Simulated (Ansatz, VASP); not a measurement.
## One calculation of GaB12, two programs

```
Ga B
1.0
     0.00000    3.74306    3.74306
     3.74306    0.00000    3.74306
     3.74306    3.74306    0.00000
Ga B
1 12
Direct
  0.00000 0.00000 0.00000
  0.83744 0.50000 0.50000
  0.83744 0.50000 0.16256
  0.50000 0.83744 0.16256
  0.50000 0.83744 0.50000
  0.16256 0.50000 0.50000
  0.50000 0.16256 0.50000
  0.50000 0.16256 0.83744
  0.16256 0.50000 0.83744
  0.16256 0.83744 0.50000
  0.50000 0.50000 0.83744
  0.50000 0.50000 0.16256
  0.83744 0.16256 0.50000
```

Change from the starting cell: species swapped into the ScB12 type (Fm-3m, No. 225).

Alike in both runs: functional PBE; k mesh 10 × 10 × 10; occupations gaussian, width 0.1 eV; no spin polarisation.

Ansatz relaxed the structure, and its values are those at the end. VASP's run is a single point on that final structure, the one shown.

|  | VASP | Ansatz |
| --- | --- | --- |
| version | VASP 6.6.1 | Ansatz 0.2.0 |
| potentials or method | VASP PAW PBE potentials, release 64 (Ga_d, B) | scalar-relativistic, plane waves, PAW |
| plane-wave cutoff (eV) | 520 | 420 |
| valence electrons in the cell | 49 | 49 |

|  | VASP | Ansatz | Ansatz less VASP |
| --- | --- | --- | --- |
| gap on the k mesh at the Fermi level (eV) | none | none | - |
| pressure (GPa) | 0.0 | 0.0 | -0.04 |

A gap of «none» marks a metal or a gap that the smearing closes. The functional is the same, so the differences come from potentials, cutoffs and numerics.
